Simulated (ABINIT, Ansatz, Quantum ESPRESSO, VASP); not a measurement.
**One structure in several programs: ScV₂Ga₄ (I4/mmm, 7 atoms in the cell)**

Self-consistent single point.

```xyz
7
Lattice="-3.2272 3.2272 2.5744 3.2272 -3.2272 2.5744 3.2272 3.2272 -2.5744" Properties=species:S:1:pos:R:3 pbc="T T T"
Sc     0.0000     0.0000     0.0000
V      0.0000     3.2272     1.2872
V      3.2272     0.0000     1.2872
Ga     1.9419     1.9419     0.0000
Ga     1.2853     1.2853     2.5744
Ga     1.2853    -1.2853     2.5744
Ga    -1.2853     1.2853     2.5744
```

Shared settings, as Ansatz (a program for electronic structure) writes them: kpoints.mp_grid.grid = 2 2 2; scf.occupations.method = gaussian; scf.occupations.width = 0.05 eV. Potentials and cutoffs stand in the table.

```csv
code,model,pressure (GPa),largest force (eV/Å),cutoff
Quantum ESPRESSO,"LDA (PW92), PseudoDojo standard norm-conserving (LDA) pseudopotentials",-6.19,0.332,85 Ry
VASP,"LDA (PZ), VASP's LDA PAW potentials (set 64)",-6.04,0.334,300 eV
ABINIT,"LDA (PW92), norm-conserving pseudopotentials (PseudoDojo nc-sr-04 LDA standard)",-6.19,0.332,42 Ha
Ansatz,"LDA (PW92), PAW files made with PBE",-6.15,0.334,default
```

On Ansatz's run: spin polarisation is off.

The spread over the programs that give each value: pressure within 0.15 GPa; largest force within 0.002 eV/Å.

Ansatz's pressure is given at a fixed set of plane waves, as the other plane-wave codes print theirs; with its correction for the finite basis it is -6.10 GPa. The same LDA comes in different parametrisations, which differ slightly.

On the base mesh (5 5 5) the same programs gave: Quantum ESPRESSO pressure -6.64 GPa; Ansatz pressure -6.60 GPa; ABINIT pressure -6.64 GPa; VASP pressure -6.50 GPa.

The values differ from the base mesh's, so the mesh still matters here: the table compares the programs at equal settings.

VASP's run is marked for a possible Pulay error in its stress at this cutoff; no cutoff test was made.

The starting cell comes from a database of computed structures (which also holds hypothetical and non-ambient phases and stackings), without a prior relaxation at this level.

Left out of this page: GPAW, Elk, FLEUR and SIESTA (not drawn, or without a comparable value).

Keys are those of Ansatz 0.2.
